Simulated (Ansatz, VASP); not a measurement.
**TiTe2: VASP beside Ansatz**

Aim: how closely do two programs agree when they are given the same cell, functional and k mesh? The cell is taken from a series of runs on this material, whose earlier steps may have relaxed, scaled, displaced or heated it; both programs get it as it stands.

Program: Ansatz 0.2.0. Level of theory: plane waves, with VASP 6.6.1 beside it; zone-centre phonons at PBE with D3(BJ). Results are calculated unless marked as measured.

**1. The structure**

It takes space group P-3m1 (No. 164, trigonal). The conventional cell has a = 3.682 Å, b = 3.682 Å, c = 6.343 Å, α = 90.00°, β = 90.00°, γ = 120.00°. Ti has 6 Te at 2.74 Å nearest. Te has 3 Ti at 2.74 Å nearest. Farther neighbours and most contacts between anions are not listed.

As a file:

```cif
data_structure
_symmetry_space_group_name_H-M 'P-3m1'
_symmetry_Int_Tables_number 164
_cell_length_a 3.6815
_cell_length_b 3.6815
_cell_length_c 6.3427
_cell_angle_alpha 90.000
_cell_angle_beta 90.000
_cell_angle_gamma 120.000
_cell_volume 74.45
loop_
_atom_site_label
_atom_site_type_symbol
_atom_site_symmetry_multiplicity
_atom_site_Wyckoff_symbol
_atom_site_fract_x
_atom_site_fract_y
_atom_site_fract_z
_atom_site_occupancy
Ti1 Ti 1 a 0.00000 0.00000 0.00000 1
Te1 Te 2 d 0.66667 0.33333 0.27304 1
```

**2. VASP: zone-centre phonons, PBE with D3(BJ)**

Second derivatives magnify differences that forces hide, and they need a tight electronic threshold.

Lines of VASP's logs that name or quote its potential files are left out, and so is its time.

INCAR

```
SYSTEM = TiTe2
PREC = Accurate
ENCUT = 500
EDIFF = 1E-08
NELM = 120
ISMEAR = 1
SIGMA = 0.2
LREAL = .FALSE.
ALGO = Normal
GGA = PE
IVDW = 12
NBANDS = 18
LASPH = .TRUE.
LORBIT = 11
LWAVE = .FALSE.
LCHARG = .FALSE.
ISIF = 2
IBRION = 6
NFREE = 2
POTIM = 0.015
NSW = 1
GGA_COMPAT = .FALSE.
KPAR = 2
```

POSCAR

```
TiTe2
1.0
    3.6815042839      0.0000000000      0.0000000000
   -1.8407521419      3.1882762340      0.0000000000
    0.0000000000      0.0000000000      6.3427443752
Ti Te
1 2
Direct
    0.0000000000      0.0000000000      0.0000000000
    0.6666666667      0.3333333333      0.2730361881
    0.3333333333      0.6666666667      0.7269638119
```

KPOINTS

```
Automatic mesh
0
Gamma
15 15 8
0 0 0
```

PAW data sets: Ti_sv and Te (PBE family, release 64).

Run with:

```sh
mpirun -np 2 vasp_std
```

Numbers of over 12 decimals in the logs are rounded to 6 here.

Output:

```text
[banner, memory and clock lines left out]
running    2 mpi-ranks, on    1 nodes
 distrk:  each k-point on    1 cores,    2 groups
 distr:  one band on    1 cores,    1 groups

 POSCAR found type information on POSCAR TiTe
 POSCAR found :  2 types and       3 ions
 LDA part: xc-table for (Slater+PW92), standard interpolation
 POSCAR, INCAR and KPOINTS ok, starting setup
 FFT: planning ... GRIDC
 FFT: planning ... GRID_SOFT
 FFT: planning ... GRID
 WAVECAR not read
 entering main loop
       N       E                     dE             d eps       ncg     rms          rms(c)
DAV:   1     0.176419190396E+03    0.17642E+03   -0.10686E+04  6912   0.122E+03
DAV:   2    -0.197564565461E+01   -0.17839E+03   -0.17474E+03  7426   0.308E+02
DAV:   3    -0.175216064474E+02   -0.15546E+02   -0.15220E+02 10730   0.851E+01
DAV:   4    -0.180418675916E+02   -0.52026E+00   -0.51738E+00  8794   0.146E+01
DAV:   5    -0.180604031403E+02   -0.18536E-01   -0.18528E-01 10434   0.270E+00    0.125E+01
DAV:   6    -0.180944623797E+02   -0.34059E-01   -0.34086E+01  8170   0.380E+01    0.126E+01
DAV:   7    -0.163141357560E+02    0.17803E+01   -0.24461E+01  8870   0.305E+01    0.510E+00
DAV:   8    -0.161176202068E+02    0.19652E+00   -0.13113E+00  8136   0.836E+00    0.172E+00
DAV:   9    -0.161302066374E+02   -0.12586E-01   -0.13395E-01  9560   0.239E+00    0.132E+00
DAV:  10    -0.161215927681E+02    0.86139E-02   -0.15469E-01  8340   0.288E+00    0.708E-01
DAV:  11    -0.161199498198E+02    0.16429E-02   -0.26167E-02  8300   0.121E+00    0.345E-01
DAV:  12    -0.161196443038E+02    0.30552E-03   -0.44804E-03  8390   0.470E-01    0.191E-01
DAV:  13    -0.161195636175E+02    0.80686E-04   -0.37028E-04  8384   0.154E-01    0.367E-02
DAV:  14    -0.161195648007E+02   -0.11833E-05   -0.12482E-05  8026   0.275E-02    0.272E-02
DAV:  15    -0.161195619629E+02    0.28378E-05   -0.97221E-06  8508   0.251E-02    0.546E-03
DAV:  16    -0.161195618486E+02    0.11428E-06   -0.11547E-06  9584   0.608E-03    0.250E-03
DAV:  17    -0.161195619673E+02   -0.11872E-06   -0.53389E-08  8064   0.147E-03    0.135E-03
DAV:  18    -0.161195620463E+02   -0.79011E-07   -0.13771E-08  4434   0.612E-04    0.907E-04
DAV:  19    -0.161195620475E+02   -0.11178E-08   -0.69459E-09  4282   0.527E-04
   1 F= -.17710543E+02 E0= -.17710972E+02  d E =0.128684E-02
[... from here on, the cycles between the ionic steps are left out ...]
   2 F= -.17709921E+02 E0= -.17710346E+02  d E =0.127374E-02
   3 F= -.17709921E+02 E0= -.17710346E+02  d E =0.127374E-02
   4 F= -.17709168E+02 E0= -.17709595E+02  d E =0.127927E-02
   5 F= -.17709168E+02 E0= -.17709595E+02  d E =0.127928E-02
   6 F= -.17710106E+02 E0= -.17710534E+02  d E =0.128325E-02
   7 F= -.17710106E+02 E0= -.17710534E+02  d E =0.128329E-02
   8 F= -.17709739E+02 E0= -.17710185E+02  d E =0.133750E-02
 Finite differences progress:
  Degree of freedom:   4/  4
  Displacement:        1/  2
  Total:               7/  8
 bond charge predicted
       N       E                     dE             d eps       ncg     rms          rms(c)
DAV:   1    -0.161174094341E+02    0.12767E-02   -0.41500E-01  6972   0.276E+00    0.244E-01
DAV:   2    -0.161188206109E+02   -0.14112E-02   -0.18449E-02  8066   0.811E-01    0.215E-01
DAV:   3    -0.161185321874E+02    0.28842E-03   -0.31856E-03  8904   0.386E-01    0.101E-01
DAV:   4    -0.161185096798E+02    0.22508E-04   -0.23037E-04  8192   0.970E-02    0.828E-02
DAV:   5    -0.161185153696E+02   -0.56898E-05   -0.44951E-05  7742   0.523E-02    0.127E-02
DAV:   6    -0.161185153525E+02    0.17059E-07   -0.48758E-06  8090   0.144E-02    0.532E-03
DAV:   7    -0.161185158485E+02   -0.49591E-06   -0.41441E-07  8858   0.407E-03    0.354E-03
DAV:   8    -0.161185160736E+02   -0.22510E-06   -0.85284E-08  8072   0.170E-03    0.148E-03
DAV:   9    -0.161185160846E+02   -0.11043E-07   -0.64574E-09  4372   0.529E-04    0.376E-04
DAV:  10    -0.161185161073E+02   -0.22710E-07   -0.15434E-09  4158   0.320E-04    0.868E-05
DAV:  11    -0.161185161053E+02    0.20182E-08   -0.24996E-10  4098   0.143E-04
   9 F= -.17709420E+02 E0= -.17709833E+02  d E =0.123849E-02
 Finite differences progress:
  Degree of freedom:   4/  4
  Displacement:        2/  2
  Total:               8/  8
```

From OUTCAR (step 2):

```text
ion  position               nearest neighbor table
   1  0.000  0.000  0.000-   2 2.74   3 2.74   3 2.74   2 2.74   2 2.74   3 2.74
   2  0.667  0.333  0.273-   1 2.74   1 2.74   1 2.74   3 3.58   3 3.58   3 3.58
   3  0.333  0.667  0.727-   1 2.74   1 2.74   1 2.74   2 3.58   2 3.58   2 3.58

  LATTYP: Found a hexagonal cell.
 ALAT       =     3.6815042839
 C/A-ratio  =     1.7228675797

 Subroutine GETGRP returns: Found 12 space group operations
 (whereof 12 operations were pure point group operations)

The static configuration has the point symmetry D_3d.

 Found    192 irreducible k-points:

   k-points           NKPTS =    192   k-points in BZ     NKDIM =    192   number of bands    NBANDS=     18

   dimension x,y,z NGX =    28 NGY =   28 NGZ =   48
   dimension x,y,z NGXF=    56 NGYF=   56 NGZF=   96

   ENCUT  =  500.0 eV  36.75 Ry    6.06 a.u.   6.71  6.71 11.56*2*pi/ulx,y,z

   NELECT =      24.0000    total number of electrons

 k-points in reciprocal lattice and weights: Automatic mesh
   0.00000000  0.00000000  0.00000000       0.001
   0.06666667 -0.00000000  0.00000000       0.003
   0.13333333  0.00000000  0.00000000       0.003
   0.20000000 -0.00000000  0.00000000       0.003
   0.26666667  0.00000000  0.00000000       0.003
   0.33333333  0.00000000  0.00000000       0.003
   0.40000000 -0.00000000  0.00000000       0.003
   0.46666667 -0.00000000  0.00000000       0.003
   0.06666667  0.06666667  0.00000000       0.003
[...]
0.33333333  0.26666667  0.50000000       0.007
   0.33333333  0.33333333  0.50000000       0.001

 Edisp (eV)   -1.59105

 average (electrostatic) potential at core
       1 -73.6197       2 -86.5094       3 -86.5053

 E-fermi :   7.8050

 k-point     1 :       0.0000    0.0000    0.0000
  band No.  band energies     occupation
    ...
      5      -5.0749      2.00000
      6      -3.3128      2.00000
      7       2.0802      2.00000
      8       6.1590      2.00000
      9       6.1590      2.00000
     10       8.0209     -0.06308
     11       8.2341     -0.00972
     12       8.2341     -0.00972
     13       8.5558     -0.00000
     14       9.1011     -0.00000
    ...

 k-point     2 :       0.0667   -0.0000    0.0000
  band No.  band energies     occupation
    ...
      5      -5.0201      2.00000
      6      -3.2831      2.00000
      7       2.1456      2.00000
      8       6.0158      2.00000
      9       6.1658      2.00000
     10       7.8744      0.44987
     11       8.0796     -0.06542
     12       8.0818     -0.06467
     13       8.4962     -0.00001
     14       8.9802     -0.00000
    ...

 k-point     3 :       0.1333    0.0000    0.0000
  band No.  band energies     occupation
    ...
      7       2.3392      2.00000
      8       5.6371      2.00000
      9       6.1809      2.00000
     10       7.0641      2.00000
     11       7.7529      1.42443
     12       8.0188     -0.06177
     13       8.2097     -0.01482
     14       8.9035     -0.00000
     15       9.2030     -0.00000
     16      10.6885     -0.00000
    ...

 Edisp (eV)   -1.59090

  Total       0.38278     0.38278     0.47156     0.00000     0.00000     0.00000
  in kB       8.23763     8.23763    10.14812     0.00000     0.00000     0.00000
  external pressure =        8.87 kB  Pullay stress =        0.00 kB

  energy-cutoff  :      500.00
  volume of cell :       74.45
      direct lattice vectors                 reciprocal lattice vectors
     3.681504284  0.000000000  0.000000000     0.271628096  0.156824554  0.000000000
    -1.840752142  3.188276234  0.000000000     0.000000000  0.313649109  0.000000000
     0.000000000  0.000000000  6.342744375     0.000000000  0.000000000  0.157660461

 POSITION                                       TOTAL-FORCE (eV/Angst)
 -----------------------------------------------------------------------------------
      0.00000      0.00000      0.00000         0.000000      0.000000     -0.092431
      1.84075      1.06276      1.71680         0.000000      0.000000      0.139841
     -0.00000      2.12552      4.61095        -0.000000     -0.000000     -0.047410
 -----------------------------------------------------------------------------------
    total drift:                               -0.000000      0.000000     -0.000016

  FREE ENERGIE OF THE ION-ELECTRON SYSTEM (eV)
  ---------------------------------------------------
  free  energy   TOTEN  =       -17.7094204199 eV

  energy  without entropy=      -17.7106589079  energy(sigma->0) =      -17.70983325

 Eigenvectors and eigenvalues of the dynamical matrix
 ----------------------------------------------------

   1 f  =    8.607978 THz    54.085522 2PiTHz  287.131247 cm-1    35.599721 meV
             X         Y         Z           dx          dy          dz
      0.000000  0.000000  0.000000     0.000000    0.000000    0.917615
      1.840752  1.062759  1.731799     0.000000    0.000000   -0.281054
     -0.000000  2.125517  4.610946    -0.000000   -0.000000   -0.281054

   2 f  =    5.781435 THz    36.325829 2PiTHz  192.847922 cm-1    23.910084 meV
             X         Y         Z           dx          dy          dz
      0.000000  0.000000  0.000000    -0.640050   -0.657720    0.000000
      1.840752  1.062759  1.731799     0.195861    0.201268    0.000000
     -0.000000  2.125517  4.610946     0.195861    0.201268   -0.000000

   3 f  =    5.781435 THz    36.325829 2PiTHz  192.847922 cm-1    23.910084 meV
             X         Y         Z           dx          dy          dz
      0.000000  0.000000  0.000000    -0.657720    0.640050    0.000000
      1.840752  1.062759  1.731799     0.201268   -0.195861    0.000000
     -0.000000  2.125517  4.610946     0.201268   -0.195861   -0.000000

   4 f  =    4.592505 THz    28.855557 2PiTHz  153.189462 cm-1    18.993064 meV
             X         Y         Z           dx          dy          dz
      0.000000  0.000000  0.000000    -0.000000   -0.000000    0.000000
      1.840752  1.062759  1.731799     0.000000    0.000000   -0.707107
     -0.000000  2.125517  4.610946    -0.000000   -0.000000    0.707107

   5 f  =    3.096339 THz    19.454872 2PiTHz  103.282754 cm-1    12.805424 meV
             X         Y         Z           dx          dy          dz
      0.000000  0.000000  0.000000     0.000000    0.000000   -0.000000
      1.840752  1.062759  1.731799     0.493145    0.506762    0.000000
     -0.000000  2.125517  4.610946    -0.493145   -0.506762   -0.000000

   6 f  =    3.096339 THz    19.454872 2PiTHz  103.282754 cm-1    12.805424 meV
             X         Y         Z           dx          dy          dz
      0.000000  0.000000  0.000000     0.000000   -0.000000   -0.000000
      1.840752  1.062759  1.731799     0.506762   -0.493145   -0.000000
     -0.000000  2.125517  4.610946    -0.506762    0.493145   -0.000000

   7 f/i=    0.000057 THz     0.000357 2PiTHz    0.001898 cm-1     0.000235 meV
             X         Y         Z           dx          dy          dz
      0.000000  0.000000  0.000000     0.000000   -0.000000    0.397471
      1.840752  1.062759  1.731799     0.000000   -0.000000    0.648852
     -0.000000  2.125517  4.610946     0.000000   -0.000000    0.648852

   8 f/i=    0.001885 THz     0.011844 2PiTHz    0.062877 cm-1     0.007796 meV
             X         Y         Z           dx          dy          dz
      0.000000  0.000000  0.000000    -0.177466    0.355311    0.000000
      1.840752  1.062759  1.731799    -0.289969    0.580558    0.000000
     -0.000000  2.125517  4.610946    -0.289969    0.580558    0.000000

   9 f/i=    0.001885 THz     0.011844 2PiTHz    0.062877 cm-1     0.007796 meV
             X         Y         Z           dx          dy          dz
      0.000000  0.000000  0.000000    -0.355311   -0.177466    0.000000
      1.840752  1.062759  1.731799    -0.580558   -0.289969    0.000000
     -0.000000  2.125517  4.610946    -0.580558   -0.289969    0.000000

 ELASTIC MODULI CONTR FROM IONIC RELAXATION (kBar)
 Direction    XX          YY          ZZ          XY          YZ          ZX
 --------------------------------------------------------------------------------
 XX        -203.1755   -128.7322   -312.6565     -0.0000   -119.2956     -0.0000
 YY        -128.7322   -203.1755   -312.6565     -0.0000    119.2956      0.0000
 ZZ        -312.6565   -312.6565   -589.0438     -0.0000      0.0000     -0.0000
 XY          -0.0000     -0.0000     -0.0000    -37.2216      0.0000   -119.2955
 YZ        -119.2956    119.2956      0.0000      0.0000   -382.3436     -0.0000
 ZX          -0.0000      0.0000     -0.0000   -119.2955     -0.0000   -382.3428
 --------------------------------------------------------------------------------

 total charge
# of ion       s       p       d       tot
------------------------------------------
    1        2.170   6.130   1.919  10.219
    2        1.385   2.004   0.046   3.435
    3        1.385   2.004   0.046   3.435
--------------------------------------------------
tot          4.940  10.138   2.012  17.089

[... 3 further parts left out ...]
```

CONTCAR:

```
TiTe2
   1.00000000000000
     3.6815042838999998    0.0000000000000000    0.0000000000000000
    -1.8407521418999999    3.1882762339999999    0.0000000000000000
     0.0000000000000000    0.0000000000000000    6.3427443751999997
  Ti              Te
     1     2
Direct
     0.0000000000000000    0.0000000000000000    0.0000000000000000
     0.6666666667000030    0.3333333332999970    0.2706712811902017
     0.3333333332999970    0.6666666667000030    0.7269638118999993
```

This run has no spin polarisation, so a moment on Ti, if there is one, isn't seen.

Levels, forces or a CONTCAR printed for this step are those of its last displaced cell, not of the structure at rest.

(Continued in part 2 of 2.)

[Lines on the potential files, build, host, timing and source positions are cut from VASP's logs without a mark.]

[Logs are printed without paths, hosts, clocks, repeated set-up lines and the standing remarks that a program may print on its own settings, such as how far it seeks lower states.]

[Hosts, paths, dates, database ids (printed as entryN), source tags and the programs' standing remarks are cut or masked in the printed files.]
